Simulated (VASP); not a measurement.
Input for VASP

KPOINTS:
```
Automatic
0
G
 7 7 4
```

**INCAR**
```
! general
SYSTEM  = HfS2
PREC    = Accurate
ENCUT   = 520
LREAL   = .False.
LASPH   = .True.

! electronic loop
EDIFF   = 1E-6
NELM    = 100
ALGO    = Normal
LMAXMIX = 6

! smearing
ISMEAR  = 0
SIGMA   = 0.05

! ions
IBRION  = 2
NSW     = 60
ISIF    = 3
EDIFFG  = -0.02

! output
LWAVE   = .False.
LCHARG  = .False.
```

File POSCAR:
```
HfS2
1.0
  1.7812118516  -3.0851492223   0.0000000000
  1.7812118516   3.0851492223   0.0000000000
  0.0000000000   0.0000000000   5.6842016396
Hf S
1 2
direct
  0.0000000000   0.0000000000   0.0000000000
  0.3333330000   0.6666670000   0.2528860245
  0.6666670000   0.3333330000   0.7471139755
```

POTCAR, in this order: Hf_pv S (LDA.64 set). Program: vasp_std.

Task: Write an equivalent input for Ansatz.

Result: One equivalent input (not run):
Ansatz 0.2 input:
```yaml
crystal:
  lattice:
    - [1.7812119, -3.0851492, 0.0000000]
    - [1.7812119, 3.0851492, 0.0000000]
    - [0.0000000, 0.0000000, 5.6842016]
  atoms:
    - { symbol: Hf, position: [0.0000000, 0.0000000, 0.0000000] }
    - { symbol: S, position: [0.3333330, 0.6666670, 0.2528860] }
    - { symbol: S, position: [0.6666670, 0.3333330, 0.7471140] }
kpoints:
  mp_grid: { grid: [7, 7, 4] }
hamiltonian:
  xc: lda
  pseudopotentials: { kind: paw }
scf:
  occupations: { method: gaussian, width: 0.05 }
  max_iter: 100
relax:
  max_steps: 60
  f_tol: 0.02
  cell: {}
output: { forces: true, stress: true, eigenvalues: true }
```
What does not carry over: each code has its own PAW files, so the cut-off isn't converted (ENCUT is set for VASP's; basis.ecutwfc is left out, and Ansatz then takes the one that its files recommend); Ansatz stops its SCF on the density residual and VASP on the energy change (EDIFF); Ansatz's lda is the Perdew-Wang form, while the LDA potentials of VASP carry Perdew-Zunger's.

The compound is HfS2 in the 1T layered structure. This run relaxes it. Symmetry was kept, so distortions that lower it aren't found. The start is the result of an earlier pass.
